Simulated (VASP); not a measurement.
Calculation: rev-vdW-DF2, VASP's PBE PAW potentials (set 64) (plane waves; VASP).

VASP ran on this input.

### INCAR
```
EDIFFG = -0.01   ! ionic stop
IBRION = 2   ! conjugate gradients
GGA = MK
LMAXMIX = 4   ! l cut-off of mixed one-centre charges
AGGAC = 0.0
EDIFF = 1E-6   ! SCF stop (eV)
LASPH = .TRUE.   ! aspherical one-centre terms
SYSTEM = PbSe
PARAM1 = 0.1234568
LREAL = .FALSE.   ! projection in real space or not
PREC = Accurate
ISIF = 3   ! ions, shape and volume
NSW = 60
SIGMA = 0.05   ! width (eV)
PARAM2 = 0.7114
ENCUT = 520
ALGO = Normal   ! blocked Davidson
ISMEAR = 0   ! Gaussian
NELM = 100
ZAB_VDW = -1.8867
LCHARG = .FALSE.
LUSE_VDW = .TRUE.
LWAVE = .FALSE.
```

**POSCAR**
```
PbSe
1
    0.0000000000     3.0600000000     3.0600000000
    3.0600000000     0.0000000000     3.0600000000
    3.0600000000     3.0600000000     0.0000000000
Pb Se
1 1
Direct
  0.0000000000   0.0000000000   0.0000000000
  0.5000000000   0.5000000000   0.5000000000
```

KPOINTS:
```
Automatic mesh
0
Gamma
7 7 7
0 0 0
```

POTCAR, in this order: Pb_d Se (PBE.64 set). Program: vasp_std.

What VASP printed:

OUTCAR:
```
 ion  position               nearest neighbor table
   1  0.000  0.000  0.000-   2 3.06   2 3.06   2 3.06   2 3.06   2 3.06   2 3.06
   2  0.500  0.500  0.500-   1 3.06   1 3.06   1 3.06   1 3.06   1 3.06   1 3.06
  LATTYP: Found a face centered cubic cell.
 ALAT       =     6.1200000000
 Subroutine PRICEL returns:
 Original cell was already a primitive cell.
 Subroutine GETGRP returns: Found 48 space group operations
The static configuration has the point symmetry O_h .
The dynamic configuration has the point symmetry O_h .
 Subroutine INISYM returns: Found 48 space group operations
 Subroutine IBZKPT returns following result:
 Found     20 irreducible k-points:

 Following reciprocal coordinates:
            Coordinates               Weight
  0.000000  0.000000  0.000000      1.000000
  0.142857  0.000000  0.000000      8.000000
  0.285714  0.000000  0.000000      8.000000
  0.428571  0.000000  0.000000      8.000000
  0.142857  0.142857  0.000000      6.000000
  0.285714  0.142857  0.000000     24.000000
  0.428571  0.142857  0.000000     24.000000
 -0.428571  0.142857  0.000000     24.000000
 -0.285714  0.142857  0.000000     24.000000
 -0.142857  0.142857  0.000000     12.000000
  0.285714  0.285714  0.000000      6.000000
  0.428571  0.285714  0.000000     24.000000
 -0.428571  0.285714  0.000000     24.000000
 -0.285714  0.285714  0.000000     12.000000
  0.428571  0.428571  0.000000      6.000000
 -0.428571  0.428571  0.000000     12.000000
  0.428571  0.285714  0.142857     24.000000
 -0.428571  0.285714  0.142857     48.000000
 -0.428571  0.428571  0.142857     24.000000
 -0.285714  0.428571  0.142857     24.000000
   k-points           NKPTS =     20   k-points in BZ     NKDIM =     20   number of bands    NBANDS=     14
   number of dos      NEDOS =    301   number of ions     NIONS =      2
   total plane-waves  NPLWV =  32768
   dimension x,y,z NGX =    32 NGY =   32 NGZ =   32
...
```

### OSZICAR
```
       N       E                     dE             d eps       ncg     rms          rms(c)
DAV:   1     0.162751470154E+03    0.16275E+03   -0.95544E+03   560   0.144E+03
DAV:   2     0.799789777165E+01   -0.15475E+03   -0.15184E+03   596   0.351E+02
DAV:   3    -0.402433912264E+01   -0.12022E+02   -0.11906E+02   734   0.104E+02
DAV:   4    -0.428650157051E+01   -0.26216E+00   -0.26208E+00   602   0.188E+01
DAV:   5    -0.429608872749E+01   -0.95872E-02   -0.95871E-02   772   0.353E+00    0.269E+00
DAV:   6    -0.399839324994E+01    0.29770E+00   -0.81699E-01   788   0.703E+00    0.146E+00
DAV:   7    -0.399433164378E+01    0.40616E-02   -0.12189E-01   618   0.193E+00    0.821E-01
DAV:   8    -0.399680710427E+01   -0.24755E-02   -0.12682E-02   614   0.150E+00    0.164E-01
DAV:   9    -0.399629606664E+01    0.51104E-03   -0.26877E-03   838   0.596E-01    0.507E-02
DAV:  10    -0.399635183297E+01   -0.55766E-04   -0.18459E-04   584   0.111E-01    0.180E-02
DAV:  11    -0.399635510556E+01   -0.32726E-05   -0.43226E-05   740   0.780E-02    0.454E-03
DAV:  12    -0.399635520765E+01   -0.10208E-06   -0.27444E-06   650   0.162E-02
   1 F= -.39963552E+01 E0= -.39963552E+01  d E =-.399636E+01
       N       E                     dE             d eps       ncg     rms          rms(c)
DAV:   1    -0.417332660190E+01   -0.17697E+00   -0.56659E+00   686   0.450E+01    0.220E+00
DAV:   2    -0.402562452696E+01    0.14770E+00   -0.30498E-01   686   0.100E+01    0.818E-01
DAV:   3    -0.400049359802E+01    0.25131E-01   -0.11445E-01   686   0.583E+00    0.142E-01
DAV:   4    -0.400065959122E+01   -0.16599E-03   -0.25562E-03   566   0.574E-01    0.571E-02
DAV:   5    -0.400067221060E+01   -0.12619E-04   -0.59223E-04   686   0.364E-01    0.297E-02
DAV:   6    -0.400065533289E+01    0.16878E-04   -0.85705E-05   710   0.177E-01    0.469E-03
DAV:   7    -0.400065600176E+01   -0.66887E-06   -0.35378E-06   578   0.282E-02
   2 F= -.40006560E+01 E0= -.40006560E+01  d E =-.430079E-02
       N       E                     dE             d eps       ncg     rms          rms(c)
DAV:   1    -0.401307061890E+01   -0.12415E-01   -0.37231E-01   686   0.110E+01    0.581E-01
DAV:   2    -0.400283760419E+01    0.10233E-01   -0.21198E-02   686   0.270E+00    0.211E-01
DAV:   3    -0.400119847475E+01    0.16391E-02   -0.75135E-03   686   0.150E+00    0.386E-02
DAV:   4    -0.400121975602E+01   -0.21281E-04   -0.17366E-04   560   0.140E-01    0.141E-02
DAV:   5    -0.400122202842E+01   -0.22724E-05   -0.23324E-05   720   0.688E-02    0.754E-03
DAV:   6    -0.400122234583E+01   -0.31741E-06   -0.17220E-06   328   0.216E-02
   3 F= -.40012223E+01 E0= -.40012223E+01  d E =-.486714E-02
```

OUTCAR:
```
------------------------ aborting loop because EDIFF is reached ----------------------------------------
  FORCE on cell =-STRESS in cart. coord.  units (eV):
  Direction    XX          YY          ZZ          XY          YZ          ZX
  --------------------------------------------------------------------------------------
  Total        0.0031839      0.0031839      0.0031839     -0.0000000      0.0000000     -0.0000000
  in kB        0.0870128      0.0870128      0.0870128     -0.0000000      0.0000000     -0.0000000
  external PRESSURE =       0.0870128 kB  Pullay stress =       0.0000000 kB
  volume of cell :       58.63
      direct lattice vectors                 reciprocal lattice vectors
    -0.000000000  3.083322194  3.083322194    -0.162162748  0.162162748  0.162162748
     3.083322194  0.000000000  3.083322194     0.162162748 -0.162162748  0.162162748
     3.083322194  3.083322194  0.000000000     0.162162748  0.162162748 -0.162162748
  FREE ENERGIE OF THE ION-ELECTRON SYSTEM (eV)
  ---------------------------------------------------
  free  energy   TOTEN  =        -4.0012223458 eV

  energy  without entropy=       -4.0012223458  energy(sigma->0) =       -4.00122235

 reached required accuracy - stopping structural energy minimisation
```
(Selected blocks of OUTCAR.)

### CONTCAR
```
PbSe
   1.00000000000000
    -0.0000000000000000    3.0833221936663930    3.0833221936663930
     3.0833221936663930    0.0000000000000000    3.0833221936663930
     3.0833221936663930    3.0833221936663930    0.0000000000000000
  Pb              Se
     1     1
Direct
     0.0000000000000000    0.0000000000000000    0.0000000000000000
     0.5000000000000000    0.5000000000000000    0.5000000000000000
```

Energy and stress use the plane-wave basis of the starting cell.

The compound is PbSe in the rock salt structure. This run relaxes it. Symmetry was kept, so distortions that lower it aren't found.
